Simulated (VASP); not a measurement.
The system is CdTe.

```
CELL_PARAMETERS angstrom
0.00000 3.31114 3.31114
3.31114 0.00000 3.31114
3.31114 3.31114 0.00000
ATOMIC_POSITIONS crystal
Cd 0.00000 0.00000 0.00000
Te 0.25000 0.25000 0.25000
```

Base run:

```yaml
Program: VASP 6.6.1
Functional: PBE
Potentials_or_basis: VASP PAW PBE potentials, release 64 (Cd, Te)
Cutoff: 520 eV
k_mesh: 6 × 6 × 6
Occupations: gaussian, width 0.03 eV
Spin: no spin polarisation
```

Its results: band gap on the k mesh 0.58 eV, direct; pressure 0.1 GPa.

Task: The run is repeated on the same cell with these changes: functional from PBE to PBE0. What comes out?

Result: Band gap on the k mesh 1.92 eV, direct; pressure -1.2 GPa.

PBE0 gives the wider gap, since exact exchange removes part of the self-interaction.

Caveats: spin-orbit coupling is left out, which moves the levels of the heavy elements; the PAW data sets were made with another functional, which shifts forces and pressure a little (some runs).
